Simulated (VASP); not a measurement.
CaMg6Ni: equation of state with PBE

The system is CaMg6Ni.

```
Ni Ca Mg
1.0
     4.89185    0.00000    0.00000
     0.00000    3.12619    5.89072
     0.00000   -3.12619    5.89072
Ni Ca Mg
1 1 6
Direct
  0.50000 0.63348 0.63348
  0.00000 0.80666 0.80666
  0.50000 0.18136 0.18136
  0.50000 0.68088 0.19988
  0.50000 0.19988 0.68088
  0.00000 0.34114 0.34114
  0.00000 0.82085 0.33575
  0.00000 0.33575 0.82085
```

The cell comes from a database or a generator and needn't be the stable form of this composition.

- Program: VASP 6.6.1
- Task: equation of state
- Functional: PBE
- Potentials or basis: VASP PAW PBE potentials, release 64 (Ni, Ca_sv, Mg)
- Cutoff: 520 eV
- k mesh: 6 × 5 × 5
- Occupations: fermi-dirac, width 0.05 eV
- Spin: collinear spin, ferromagnetic start
- Starting moments: [1.0, 0.0, 0.0, 0.0, 0.0, 0.0, 0.0, 0.0] μB
- Further INCAR settings: ALGO = Normal; EDIFF = 1e-07; NBANDS = 30

```
Equilibrium volume                        : 22.64 Å³/atom
Bulk modulus at fixed shape and positions : 39 GPa
Pressure derivative of the bulk modulus   : 4.0
```

Energy against volume, from the lowest point:
| volume (Å³/atom) | energy (meV/atom) |
| --- | --- |
| 21.170 | 12.84 |
| 21.621 | 5.93 |
| 22.071 | 1.74 |
| 22.521 | 0.00 |
| 22.972 | 0.49 |
| 23.422 | 2.99 |
| 23.873 | 7.32 |

All runs of the series together: 47 min on 1 thread of Intel(R) Xeon(R) Platinum 8488C (Sapphire Rapids) (shared host).

Caveat: the cell was scaled at fixed shape and fractional positions, which overstates the stiffness of a crystal with free parameters, most of all of layers and chains.
